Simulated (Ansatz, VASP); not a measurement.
# HfC: VASP beside Ansatz, part 2 of 2

Wanted: the spread between two codes on one cell, functional and k mesh. The cell is taken from a series of runs on this material, whose earlier steps may have relaxed, scaled, displaced or heated it; both programs get it as it stands.

VASP 6.6.1 and Ansatz 0.2.0.

So far: Starting point; Ansatz: zone-centre phonons, LDA.

## Step 3: VASP: zone-centre phonons, LDA

Level of this step: LDA; plane waves and PAW (C, Hf_pv) (VASP).

The same cell, functional (in two slightly different forms), mesh and smearing now go to VASP, with its own data sets.

Lines of VASP's logs that name or quote its potential files are left out, and so is its time.

Input file INCAR:

```
SYSTEM = HfC
PREC = Accurate
ENCUT = 600
EDIFF = 1E-08
NELM = 120
ISMEAR = 1
SIGMA = 0.2
LREAL = .FALSE.
ALGO = Normal
GGA = CA
NBANDS = 13
LASPH = .TRUE.
LORBIT = 11
LWAVE = .FALSE.
LCHARG = .FALSE.
ISIF = 2
IBRION = 8
GGA_COMPAT = .FALSE.
KPAR = 2
```

Input file POSCAR:

```
HfC
1.0
    0.0000000000      2.2940391455      2.2406451459
    2.2940391455      0.0000000000      2.2406451459
    2.2940391455      2.2940391455      0.0000000000
C Hf
1 1
Direct
    0.0000000000      0.0000000000      0.0000000000
    0.5000000000      0.5000000000      0.5000000000
```

Input file KPOINTS:

```
Automatic mesh
0
Gamma
16 16 16
0 0 0
```

The projector-augmented-wave data sets are C and Hf_pv (LDA family, release 64).

Launch:

```
> mpirun -np 2 vasp_std
```

Numbers of over 12 decimals in the logs are rounded to 6 here.

The log of the run:

```text
[banner, memory and clock lines left out]
running    2 mpi-ranks, on    1 nodes
 distrk:  each k-point on    1 cores,    2 groups
 distr:  one band on    1 cores,    1 groups

 POSCAR found type information on POSCAR C Hf
 POSCAR found :  2 types and       2 ions
 LDA part: xc-table for (Slater(with rela. corr.)+CA(PZ))
 , standard interpolation
 POSCAR, INCAR and KPOINTS ok, starting setup
 FFT: planning ... GRIDC
 FFT: planning ... GRID_SOFT
 FFT: planning ... GRID
 WAVECAR not read
 entering main loop
       N       E                     dE             d eps       ncg     rms          rms(c)
DAV:   1     0.234261025519E+02    0.23426E+02   -0.85583E+03  9106   0.119E+03
DAV:   2    -0.243285015965E+02   -0.47755E+02   -0.44784E+02 11458   0.220E+02
DAV:   3    -0.259962001001E+02   -0.16677E+01   -0.16587E+01 11411   0.294E+01
DAV:   4    -0.260051973097E+02   -0.89972E-02   -0.89962E-02 10185   0.258E+00
DAV:   5    -0.260052590905E+02   -0.61781E-04   -0.61780E-04 11500   0.192E-01    0.652E+01
DAV:   6    -0.229632777312E+02    0.30420E+01   -0.13711E+01 10499   0.197E+01    0.458E+01
DAV:   7    -0.228969832145E+02    0.66295E-01   -0.59002E-01 10599   0.544E+00    0.253E+01
DAV:   8    -0.228819163804E+02    0.15067E-01   -0.52714E-02 11064   0.180E+00    0.517E+00
DAV:   9    -0.228771782726E+02    0.47381E-02   -0.22975E-02 10904   0.807E-01    0.183E+00
DAV:  10    -0.228767387720E+02    0.43950E-03   -0.16130E-03 11014   0.296E-01    0.640E-02
DAV:  11    -0.228767385406E+02    0.23137E-06   -0.71008E-05 10839   0.755E-02    0.653E-02
DAV:  12    -0.228767382741E+02    0.26649E-06   -0.15816E-06 11444   0.108E-02    0.223E-02
DAV:  13    -0.228767380529E+02    0.22127E-06   -0.61093E-07 10759   0.433E-03    0.167E-03
DAV:  14    -0.228767380574E+02   -0.45097E-08   -0.21839E-08 10034   0.119E-03
   1 F= -.22876738E+02 E0= -.22876681E+02  d E =-.170103E-03
 Linear response reoptimize wavefunctions to high precision
DAV:   1    -0.228767380579E+02   -0.48044E-09   -0.50172E-10  7848   0.199E-04
DAV:   2    -0.228767380579E+02    0.54570E-11   -0.66394E-11  6067   0.726E-05
 Linear response DOF=           4
 Linear response progress:
  Degree of freedom:   1/  4
       N       E                     dE             d eps       ncg     rms          rms(c)
RMM:   1    -0.123462047940E+00   -0.12346E+00    0.19482E-02 35565   0.193E+00
RMM:   2    -0.118762480566E+00    0.46996E-02   -0.34242E-03 25878   0.360E-01    0.423E-01
RMM:   3    -0.119077826425E+00   -0.31535E-03   -0.71361E-04 23472   0.153E-01    0.218E-01
RMM:   4    -0.120033907725E+00   -0.95608E-03   -0.44143E-04 23922   0.116E-01    0.365E-02
RMM:   5    -0.120034660997E+00   -0.75327E-06   -0.11125E-05 26775   0.244E-02    0.109E-02
RMM:   6    -0.120033387711E+00    0.12733E-05   -0.37469E-07 28764   0.406E-03    0.424E-03
RMM:   7    -0.120022378091E+00    0.11010E-04   -0.89415E-08 27969   0.200E-03    0.269E-03
RMM:   8    -0.120024917901E+00   -0.25398E-05   -0.13468E-08 29845   0.628E-04    0.284E-04
RMM:   9    -0.120024551585E+00    0.36632E-06   -0.10942E-08 31030   0.115E-04    0.202E-04
RMM:  10    -0.120024556204E+00   -0.46191E-08   -0.29161E-08 31526   0.350E-05    0.453E-05
 first order change of Fermi-energy  -0.14231E-02
 force on displaced ion       1 direction 1 :  -8.286   0.000   0.000
 Linear response progress:
  Degree of freedom:   2/  4
       N       E                     dE             d eps       ncg     rms          rms(c)
RMM:   1    -0.125763483938E+00   -0.12576E+00    0.14953E-02 19772   0.200E+00
RMM:   2    -0.119780874120E+00    0.59826E-02   -0.39820E-03 14562   0.380E-01    0.550E-01
RMM:   3    -0.120092326391E+00   -0.31145E-03   -0.81806E-04 13203   0.164E-01    0.286E-01
RMM:   4    -0.121106804818E+00   -0.10145E-02   -0.48201E-04 13371   0.122E-01    0.427E-02
RMM:   5    -0.121095194744E+00    0.11610E-04   -0.13003E-05 14832   0.267E-02    0.121E-02
RMM:   6    -0.121096928597E+00   -0.17339E-05   -0.39118E-07 16009   0.425E-03    0.440E-03
RMM:   7    -0.121083473869E+00    0.13455E-04   -0.11530E-07 15407   0.234E-03    0.278E-03
RMM:   8    -0.121087427785E+00   -0.39539E-05   -0.13202E-08 16445   0.691E-04    0.286E-04
RMM:   9    -0.121086712358E+00    0.71543E-06   -0.19596E-09 17157   0.137E-04    0.191E-04
RMM:  10    -0.121086669453E+00    0.42904E-07   -0.12802E-08 17348   0.380E-05    0.474E-05
RMM:  11    -0.121086691168E+00   -0.21715E-07   -0.76809E-10 16856   0.189E-05    0.516E-06
RMM:  12    -0.121086720369E+00   -0.29201E-07   -0.32977E-09 15971   0.126E-05    0.596E-06
RMM:  13    -0.121086716104E+00    0.42652E-08    0.62006E-10 11764   0.103E-05    0.252E-06
 first order change of Fermi-energy   0.17252E-02
 force on displaced ion       1 direction 3 :   0.000   0.000 -11.546
 Linear response progress:
  Degree of freedom:   3/  4
       N       E                     dE             d eps       ncg     rms          rms(c)
RMM:   1    -0.212876675312E+00   -0.21288E+00    0.36908E+00 18070   0.117E+01
RMM:   2    -0.208209888326E+00    0.46668E-02   -0.29828E-02 24964   0.125E+00    0.524E-01
RMM:   3    -0.207585216217E+00    0.62467E-03   -0.91745E-04 30878   0.143E-01    0.208E-01
RMM:   4    -0.207146447651E+00    0.43877E-03   -0.70411E-05 33075   0.473E-02    0.131E-01
RMM:   5    -0.206751466275E+00    0.39498E-03   -0.27297E-05 33749   0.339E-02    0.133E-02
RMM:   6    -0.206747022449E+00    0.44438E-05   -0.28296E-06 33732   0.991E-03    0.577E-03
RMM:   7    -0.206757643953E+00   -0.10622E-04   -0.10732E-06 35905   0.228E-03    0.618E-03
RMM:   8    -0.206758715001E+00   -0.10710E-05   -0.25793E-06 36868   0.555E-04    0.144E-03
RMM:   9    -0.206759086596E+00   -0.37160E-06   -0.19675E-06 36609   0.275E-04    0.153E-04
RMM:  10    -0.206759384202E+00   -0.29761E-06   -0.12402E-06 35946   0.112E-04    0.776E-05
RMM:  11    -0.206759431387E+00   -0.47185E-07   -0.58007E-07 38924   0.557E-05    0.713E-05
RMM:  12    -0.206759449994E+00   -0.18607E-07   -0.31800E-07 35405   0.375E-05    0.167E-05
RMM:  13    -0.206759456647E+00   -0.66531E-08   -0.17058E-07 32700   0.314E-05    0.228E-06
RMM:  14    -0.206759456971E+00   -0.32427E-09   -0.11567E-07 27130   0.286E-05    0.661E-06
RMM:  15    -0.206759459763E+00   -0.27918E-08   -0.77075E-08 25933   0.274E-05    0.306E-07
 first order change of Fermi-energy   0.15879E-02
 force on displaced ion       2 direction 1 :  -8.286   0.000   0.000
 Linear response progress:
  Degree of freedom:   4/  4
       N       E                     dE             d eps       ncg     rms          rms(c)
RMM:   1    -0.210628250429E+00   -0.21063E+00    0.39138E+00 10206   0.119E+01
RMM:   2    -0.205765277299E+00    0.48630E-02   -0.30305E-02 14044   0.127E+00    0.623E-01
RMM:   3    -0.205042092247E+00    0.72319E-03   -0.96382E-04 17203   0.152E-01    0.274E-01
RMM:   4    -0.204524848779E+00    0.51724E-03   -0.91013E-05 18532   0.559E-02    0.155E-01
RMM:   5    -0.204126564127E+00    0.39828E-03   -0.31893E-05 18857   0.367E-02    0.163E-02
RMM:   6    -0.204126011975E+00    0.55215E-06   -0.40486E-06 18385   0.114E-02    0.886E-03
RMM:   7    -0.204133453920E+00   -0.74419E-05   -0.40792E-06 20404   0.269E-03    0.818E-03
RMM:   8    -0.204134620863E+00   -0.11669E-05   -0.48282E-06 19949   0.671E-04    0.199E-03
RMM:   9    -0.204135383879E+00   -0.76302E-06   -0.31382E-06 20614   0.318E-04    0.226E-04
RMM:  10    -0.204135718826E+00   -0.33495E-06   -0.19006E-06 20212   0.120E-04    0.134E-04
RMM:  11    -0.204135778835E+00   -0.60009E-07   -0.87764E-07 21523   0.582E-05    0.106E-04
RMM:  12    -0.204135809614E+00   -0.30778E-07   -0.40076E-07 20367   0.370E-05    0.382E-05
RMM:  13    -0.204135821026E+00   -0.11412E-07   -0.17813E-07 18926   0.280E-05    0.298E-06
RMM:  14    -0.204135818953E+00    0.20735E-08   -0.58872E-08 14659   0.231E-05    0.153E-05
 first order change of Fermi-energy  -0.15086E-02
 force on displaced ion       2 direction 3 :   0.000   0.000 -11.550
 Linear response finished
```

OUTCAR, selected parts (step 3):

```text
ion  position               nearest neighbor table
   1  0.000  0.000  0.000-   2 2.24   2 2.24   2 2.29   2 2.29   2 2.29   2 2.29
   2  0.500  0.500  0.500-   1 2.24   1 2.24   1 2.29   1 2.29   1 2.29   1 2.29

  LATTYP: Found a body centered tetragonal cell.
 ALAT       =     3.2442612722
 C/A-ratio  =     1.3812975947

 Subroutine GETGRP returns: Found 16 space group operations
 (whereof 16 operations were pure point group operations)

The static configuration has the point symmetry D_4h.

 Found    349 irreducible k-points:

   k-points           NKPTS =    349   k-points in BZ     NKDIM =    349   number of bands    NBANDS=     13

   dimension x,y,z NGX =    28 NGY =   28 NGZ =   28
   dimension x,y,z NGXF=    56 NGYF=   56 NGZF=   56

   ENCUT  =  600.0 eV  44.10 Ry    6.64 a.u.   6.40  6.40  6.48*2*pi/ulx,y,z

   NELECT =      14.0000    total number of electrons

 k-points in reciprocal lattice and weights: Automatic mesh
   0.00000000  0.00000000  0.00000000       0.000
   0.06250000 -0.00000000  0.00000000       0.002
   0.12500000 -0.00000000  0.00000000       0.002
   0.18750000 -0.00000000  0.00000000       0.002
   0.25000000 -0.00000000  0.00000000       0.002
   0.31250000  0.00000000  0.00000000       0.002
   0.37500000 -0.00000000  0.00000000       0.002
   0.43750000  0.00000000  0.00000000       0.002
   0.50000000 -0.00000000  0.00000000       0.001
[...]
-0.31250000  0.18750000  0.50000000       0.001
  -0.25000000  0.25000000  0.50000000       0.000

 average (electrostatic) potential at core
       1 -51.3500       2 -34.9134

  Total        0.0823249      0.0823249      1.8481894      0.0000000      0.0000000      0.0000000
  in kB        5.5929022      5.5929022    125.5602991      0.0000000      0.0000000      0.0000000
  external PRESSURE =      45.5820345 kB  Pullay stress =       0.0000000 kB

  energy-cutoff  :      600.00
  volume of cell :       23.58
      direct lattice vectors                 reciprocal lattice vectors
     0.000000000  2.294039146  2.240645146    -0.217956176  0.217956176  0.223150016
     2.294039146  0.000000000  2.240645146     0.217956176 -0.217956176  0.223150016
     2.294039146  2.294039146  0.000000000     0.217956176  0.217956176 -0.223150016

 POSITION                                       TOTAL-FORCE (eV/Angst)
 -----------------------------------------------------------------------------------
      0.00000      0.00000      0.00000         0.000000     -0.000000      0.000000
      2.29404      2.29404      2.24065        -0.000000      0.000000      0.000000
 -----------------------------------------------------------------------------------
    total drift:                                0.000000      0.000000      0.000000

 Eigenvectors and eigenvalues of the dynamical matrix
 ----------------------------------------------------

   1 f  =   15.835462 THz    99.497145 2PiTHz  528.214170 cm-1    65.490181 meV
             X         Y         Z           dx          dy          dz
      0.000000  0.000000  0.000000     0.000000   -0.000000   -0.967954
      2.294039  2.294039  2.240645    -0.000000   -0.000000    0.251129

   2 f  =   13.414473 THz    84.285617 2PiTHz  447.458642 cm-1    55.477776 meV
             X         Y         Z           dx          dy          dz
      0.000000  0.000000  0.000000     0.967963    0.000000    0.000000
      2.294039  2.294039  2.240645    -0.251094    0.000000    0.000000

   3 f  =   13.414473 THz    84.285617 2PiTHz  447.458642 cm-1    55.477776 meV
             X         Y         Z           dx          dy          dz
      0.000000  0.000000  0.000000     0.000000   -0.967963    0.000000
      2.294039  2.294039  2.240645     0.000000    0.251094    0.000000

   4 f/i=    0.000039 THz     0.000248 2PiTHz    0.001316 cm-1     0.000163 meV
             X         Y         Z           dx          dy          dz
      0.000000  0.000000  0.000000    -0.033150    0.248896    0.000000
      2.294039  2.294039  2.240645    -0.127792    0.959490    0.000000

   5 f/i=    0.000039 THz     0.000248 2PiTHz    0.001316 cm-1     0.000163 meV
             X         Y         Z           dx          dy          dz
      0.000000  0.000000  0.000000    -0.248896   -0.033150   -0.000000
      2.294039  2.294039  2.240645    -0.959490   -0.127792   -0.000000

   6 f/i=    0.000524 THz     0.003293 2PiTHz    0.017483 cm-1     0.002168 meV
             X         Y         Z           dx          dy          dz
      0.000000  0.000000  0.000000    -0.000000   -0.000000    0.251129
      2.294039  2.294039  2.240645    -0.000000   -0.000000    0.967954

 ELASTIC MODULI CONTR FROM IONIC RELAXATION (kBar)
 Direction    XX          YY          ZZ          XY          YZ          ZX
 --------------------------------------------------------------------------------
 XX           0.0000      0.0000      0.0000      0.0000      0.0000      0.0000
 YY           0.0000      0.0000      0.0000      0.0000      0.0000      0.0000
 ZZ           0.0000      0.0000      0.0000      0.0000      0.0000      0.0000
 XY           0.0000      0.0000      0.0000      0.0000      0.0000      0.0000
 YZ           0.0000      0.0000      0.0000      0.0000      0.0000      0.0000
 ZX           0.0000      0.0000      0.0000      0.0000      0.0000      0.0000
 --------------------------------------------------------------------------------
```

## Step 4: Comparison

Known differences besides the potentials themselves: the two LDA forms differ slightly; the data sets hold 30 valence electrons in Ansatz (on its PAW soft_1 files) and 14 in VASP; the cutoff is 420 eV in Ansatz and 600 eV in VASP; VASP's log shows a relativistic correction to its local exchange, Ansatz's none. Total energies have different zeros and are not compared.

The two programs side by side:

| quantity | Ansatz | VASP | difference |
| --- | --- | --- | --- |
| optical mode 1 to 2 (cm⁻¹) | 449.4 | 447.5 | +0.44 % |
| optical mode 3 (cm⁻¹) | 527.5 | 528.2 | -0.14 % |

Modes are paired by rising frequency, not by their patterns, so a pair may set unlike modes beside each other; they are those without the splitting of longitudinal modes.

## Step 5: Summary of results

| Property | Result |
| --- | --- |
| r.m.s. difference of the optical zone-centre modes, each program's sorted by frequency (zone-centre phonons, LDA) | 1.7 cm⁻¹ |

In words: The r.m.s. difference of the optical zone-centre modes, each program's sorted by frequency is 1.7 cm⁻¹ (zone-centre phonons, LDA). The data sets hold unlike numbers of valence electrons (30 in Ansatz and 14 in VASP), so part of the differences comes from the potentials. How closely two codes agree says nothing of how well the functional describes the real material.

[Lines on the potential files, build, host, timing and source positions are cut from VASP's logs without a mark.]

[Logs are printed without paths, hosts, clocks, repeated set-up lines and the standing remarks that a program may print on its own settings, such as how far it seeks lower states.]

[Hosts, paths, dates, database ids (printed as entryN), source tags and the programs' standing remarks are cut or masked in the printed files.]
